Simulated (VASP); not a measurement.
Output of a VASP run:

OSZICAR:
```
       N       E                     dE             d eps       ncg     rms          rms(c)
DAV:   1     0.436800166636E+02    0.43680E+02   -0.10819E+04  1680   0.177E+03
DAV:   2    -0.261619863197E+02   -0.69842E+02   -0.65182E+02  2028   0.291E+02
DAV:   3    -0.286109236867E+02   -0.24489E+01   -0.24130E+01  2200   0.395E+01
DAV:   4    -0.286372464370E+02   -0.26323E-01   -0.26271E-01  2088   0.422E+00
DAV:   5    -0.286375529075E+02   -0.30647E-03   -0.30640E-03  2140   0.383E-01    0.476E+01
DAV:   6    -0.264308821734E+02    0.22067E+01   -0.53218E+00  2036   0.146E+01    0.353E+01
DAV:   7    -0.263856732686E+02    0.45209E-01   -0.14792E+00  2120   0.821E+00    0.118E+01
DAV:   8    -0.263359154202E+02    0.49758E-01   -0.37277E-01  2008   0.420E+00    0.154E+00
DAV:   9    -0.263321950237E+02    0.37204E-02   -0.27484E-02  2012   0.126E+00    0.234E-01
DAV:  10    -0.263321512772E+02    0.43747E-04   -0.72846E-04  2052   0.240E-01    0.320E-01
DAV:  11    -0.263321540769E+02   -0.27997E-05   -0.96316E-05  2048   0.787E-02    0.159E-01
DAV:  12    -0.263321500625E+02    0.40144E-05   -0.11151E-05  2108   0.287E-02    0.231E-02
DAV:  13    -0.263321502375E+02   -0.17500E-06   -0.41177E-07  1252   0.664E-03
   1 F= -.26332150E+02 E0= -.26331969E+02  d E =-.542936E-03
```

### OUTCAR
```
------------------------ aborting loop because EDIFF is reached ----------------------------------------
  FORCE on cell =-STRESS in cart. coord.  units (eV):
  Direction    XX          YY          ZZ          XY          YZ          ZX
  --------------------------------------------------------------------------------------
  Total       -2.6330120     -2.6330117     -2.1589859      0.0000000     -0.0000000      0.0000000
  in kB     -133.7807928   -133.7807771   -109.6959837      0.0000000     -0.0000000      0.0000000
  external PRESSURE =    -125.7525179 kB  Pullay stress =       0.0000000 kB
  volume of cell :       31.53
      direct lattice vectors                 reciprocal lattice vectors
     1.601400000 -2.773706000  0.000000000     0.312226802 -0.180264239  0.000000000
     1.601400000  2.773706000  0.000000000     0.312226802  0.180264239  0.000000000
     0.000000000  0.000000000  3.549600000     0.000000000  0.000000000  0.281721884
 POSITION                                       TOTAL-FORCE (eV/Angst)
 -----------------------------------------------------------------------------------
      0.00000      0.00000      0.00000        -0.000000      0.000000      0.000000
      1.60140      0.92457      1.77480         0.000000      0.000000      0.000000
      1.60140     -0.92457      1.77480        -0.000000     -0.000000      0.000000
 -----------------------------------------------------------------------------------
    total drift:                                0.000000      0.000000      0.000000
  FREE ENERGIE OF THE ION-ELECTRON SYSTEM (eV)
  ---------------------------------------------------
  free  energy   TOTEN  =       -26.3321502375 eV

  energy  without entropy=      -26.3316073010  energy(sigma->0) =      -26.33196926
```
(Selected blocks of OUTCAR.)

**POSCAR**
```
HfB2
1
    1.6014000000    -2.7737060000     0.0000000000
    1.6014000000     2.7737060000     0.0000000000
    0.0000000000     0.0000000000     3.5496000000
Hf B
1 2
Direct
  0.0000000000   0.0000000000   0.0000000000
  0.3333330000   0.6666670000   0.5000000000
  0.6666670000   0.3333330000   0.5000000000
```

Question: Reconstruct the remaining input files.

Answer: This is not unique; one that fits is the input of the run itself, PBE GGA, plane waves, VASP's PBE PAW potentials (set 64).

### KPOINTS
```
kpoints
0
Gamma
10 10 8
0 0 0
```

### INCAR
```
SYSTEM = HfB2
PREC = Accurate
ENCUT = 800
EDIFF = 1E-6
NELM = 100
ALGO = Normal
LREAL = .FALSE.
LASPH = .TRUE.
ISMEAR = 1
SIGMA = 0.1
GGA = PE
LMAXMIX = 6
LWAVE = .FALSE.
LCHARG = .FALSE.
ISIF = 2
```

POTCAR, in this order: Hf_pv B (PBE.64 set). Program: vasp_std.

The compound is HfB2 in the AlB2 type structure. The cell was not relaxed at this level. The run is one of a series of settings (ENCUT = 800 against the base run), some of them coarse on purpose.
